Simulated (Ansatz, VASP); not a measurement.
**Two plane-wave programs on As3O**

```
CELL_PARAMETERS angstrom
4.80727 0.00000 0.00000
-2.40364 4.16322 0.00000
0.00000 0.00000 6.66910
ATOMIC_POSITIONS crystal
As 0.00000 0.00000 0.25000
As 0.00000 0.00000 0.75000
As 0.33333 0.66667 0.96556
As 0.66667 0.33333 0.03444
As 0.66667 0.33333 0.46556
As 0.33333 0.66667 0.53444
O 0.33333 0.66667 0.25000
O 0.66667 0.33333 0.75000
```

Change from the starting cell: species swapped into the Mg3Au type (P6_3/mmc, No. 194).

Alike in both runs: functional PBE; k mesh 6 × 6 × 4; occupations gaussian, width 0.1 eV; no spin polarisation.

Ansatz relaxed the structure, and its values are those at the end. VASP's run is a single point on that final structure, the one shown.

```csv
,VASP,Ansatz
version,VASP 6.6.1,Ansatz 0.2.0
potentials or method,"VASP PAW PBE potentials, release 64 (As, O)","scalar-relativistic, plane waves, PAW"
plane-wave cutoff (eV),520,420
valence electrons in the cell,42,102
```

```csv
,VASP,Ansatz,Ansatz less VASP
gap on the k mesh at the Fermi level (eV),none,none,-
pressure (GPa),0.3,0.1,-0.18
rms of the force components (eV/Å),0.036,0.007,-0.0295
```

A gap of «none» marks a metal or a gap that the smearing closes. The two sets of potentials don't hold the same shells in valence.
